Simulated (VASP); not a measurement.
Set up this calculation in VASP 6.6.1, as an ASE script.

```yaml
Task: single point
Functional: PBE
Potentials_or_basis: VASP PAW PBE potentials, release 64 (Zn, Cl)
Cutoff: 500 eV
k_mesh: 3 × 3 × 9
Occupations: gaussian, width 0.1 eV
Spin: no spin polarisation
Further_INCAR_settings: ALGO = Normal; EDIFF = 1.00e-06
```

ZnCl3:

```
Zn Cl
1.0
     9.80571    0.00000    0.00000
    -4.90285    8.49199    0.00000
     0.00000    0.00000    2.90956
Zn Cl
2 6
Direct
  0.66667 0.33333 0.75000
  0.33333 0.66667 0.25000
  0.16252 0.44349 0.75000
  0.55651 0.71904 0.75000
  0.28096 0.83748 0.75000
  0.83748 0.55651 0.25000
  0.44349 0.28096 0.25000
  0.71904 0.16252 0.25000
```

The cell comes from a database or a generator and needn't be the stable form of this composition.

The input as run:

run.py

```python
from ase.calculators.vasp import Vasp
from ase.dft.bandgap import bandgap
from ase.spacegroup import crystal

atoms = crystal(
    ['Zn', 'Cl'],
    basis=[[0.6666666667, 0.3333333333, 0.75], [0.1625209901, 0.4434850001, 0.75]],
    spacegroup=176,
    setting=1,
    cellpar=[9.80570622, 9.80570622, 2.909555, 90.0, 90.0, 120.0],
    primitive_cell=True,
)
calc = Vasp(
    directory='calc',
    xc='pbe',
    pp='PBE',
    setups='minimal',
    prec='Accurate',
    encut=500,
    ediff=1e-06,
    ismear=0,
    sigma=0.1,
    lreal=False,
    lasph=True,
    nelm=60,
    algo='Normal',
    isif=2,
    lwave=False,
    lcharg=False,
    kpts=[3, 3, 9],
    gamma=True,
)
atoms.calc = calc

print('energy (eV):', atoms.get_potential_energy())
print('free energy (eV):', atoms.get_potential_energy(force_consistent=True))
print('forces (eV/A):')
print(atoms.get_forces())
print('stress (eV/A^3, Voigt):', atoms.get_stress())
print('Fermi level (eV):', calc.get_fermi_level())
gap, top, bottom = bandgap(calc)
print('band gap (eV):', gap, 'from (spin, k, band)', top, 'to', bottom)
```

Potentials or basis: VASP PAW PBE potentials, release 64 (Zn, Cl).

The run is started by

```console
$ python run.py
```

Results of the run:

```json
{
 "Pressure": "0.6 GPa",
 "Largest force": "0.024 eV/Å",
 "Band gap on the k mesh": "none (metal or under the smearing width)"
}
```

Run time: 110 s on 1 thread of AMD EPYC 9R45 (Zen 5), on a shared host, peak memory 0.36 GiB.
